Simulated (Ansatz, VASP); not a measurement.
## SbBr: VASP beside Ansatz

```
CELL_PARAMETERS angstrom
0.00000 3.15919 3.15919
3.15919 0.00000 3.15919
3.15919 3.15919 0.00000
ATOMIC_POSITIONS crystal
Sb 0.50000 0.50000 0.50000
Br 0.00000 0.00000 0.00000
```

Change from the starting cell: species swapped into the YS type (Fm-3m, No. 225).

Alike in both runs: functional PBE; k mesh 16 × 16 × 16; occupations gaussian, width 0.1 eV; no spin polarisation.

Ansatz relaxed the structure, and its values are those at the end. VASP's run is a single point on that final structure, the one shown.

|  | VASP | Ansatz |
| --- | --- | --- |
| version | VASP 6.6.1 | Ansatz 0.2.0 |
| potentials or method | VASP PAW PBE potentials, release 64 (Sb, Br) | scalar-relativistic, plane waves, PAW |
| plane-wave cutoff (eV) | 520 | 420 |
| valence electrons in the cell | 12 | 22 |

|  | VASP | Ansatz | Ansatz less VASP |
| --- | --- | --- | --- |
| gap on the k mesh at the Fermi level (eV) | none | none | - |
| pressure (GPa) | -0.1 | 0.0 | +0.10 |

A gap of «none» marks a metal or a gap that the smearing closes. The two sets of potentials don't hold the same shells in valence.

Spin-orbit coupling is left out, which matters for the levels of Sb.
